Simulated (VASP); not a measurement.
An input for Ansatz (written as the equivalent of a VASP run, and not itself run):

Ansatz 0.2 input:
```yaml
crystal:
  lattice:
    - [3.9168000, 0.0000000, 0.0000000]
    - [0.0000000, 3.9168000, 0.0000000]
    - [0.0000000, 0.0000000, 3.9168000]
  atoms:
    - { symbol: Tl, position: [0.0000000, 0.0000000, 0.0000000], spin: 1 }
    - { symbol: Cl, position: [0.5000000, 0.5000000, 0.5000000], spin: 1 }
kpoints:
  mp_grid: { grid: [5, 5, 5] }
hamiltonian:
  xc: pbe
  pseudopotentials: { kind: paw }
magnetization: { spin_polarized: true }
scf:
  occupations: { method: gaussian, width: 0.05 }
  max_iter: 100
output: { forces: true, stress: true, eigenvalues: true }
```

Write the VASP files for the same calculation (PBE).

This is not unique; one that fits is 
INCAR:
```
SYSTEM = TlCl
PREC = Accurate; ENCUT = 400; LREAL = .FALSE.
LASPH = .TRUE.
EDIFF = 1E-6; NELM = 100; ALGO = Normal
LMAXMIX = 4
ISMEAR = 0; SIGMA = 0.05
GGA = PE
ISPIN = 2; MAGMOM = 2*1.0
ISIF = 2
LWAVE = .FALSE.; LCHARG = .FALSE.
```

KPOINTS:
```
Regular mesh
0
G
 5 5 5
0 0 0
```

File POSCAR:
```
TlCl
1
    3.9168000000     0.0000000000     0.0000000000
    0.0000000000     3.9168000000     0.0000000000
    0.0000000000     0.0000000000     3.9168000000
Tl Cl
1 1
Direct
  0.0000000000   0.0000000000   0.0000000000
  0.5000000000   0.5000000000   0.5000000000
```

POTCAR, in this order: Tl_d Cl (PBE.64 set). Program: vasp_std.

Limits of the translation: each code has its own PAW files, so the cut-off isn't converted (ENCUT is set for VASP's; basis.ecutwfc is left out, and Ansatz then takes the one that its files recommend); Ansatz stops its SCF on the density residual and VASP on the energy change (EDIFF).

The compound is TlCl in the CsCl type structure. The cell was not relaxed at this level.
